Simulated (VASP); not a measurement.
Energy against volume of CsPbCl3 (cubic perovskite). Level of theory: LDA (Ceperley-Alder, Perdew-Zunger), VASP's LDA PAW potentials (set 64) (plane waves; VASP). Numerical set-up: 520 eV cut-off, 4×4×4 Γ-centred mesh, Gaussian smearing of 0.050 eV, potentials Cs_sv Pb_d Cl.

```
V (Å³/atom)  E (eV/atom)
-----------  -----------
32.775          -3.87661
33.788          -3.88004
34.802          -3.87780
35.816          -3.87077
```

Q: Fit these four points and predict the energy of the run at 31.761 Å³/atom.

A: A cubic in V^(−2/3), the third-order Birch-Murnaghan form, passes through the four points with V0 = 33.87 Å³/atom and B0 = 29 GPa, and gives -3.8665 eV/atom there. The run gave -3.8664 eV/atom, +0.0 meV/atom from the fit; all five points give B0 = 30 GPa.

The compound is CsPbCl3 in the cubic perovskite structure, the ideal cubic form; the compound distorts at low or room temperature. It was relaxed first.
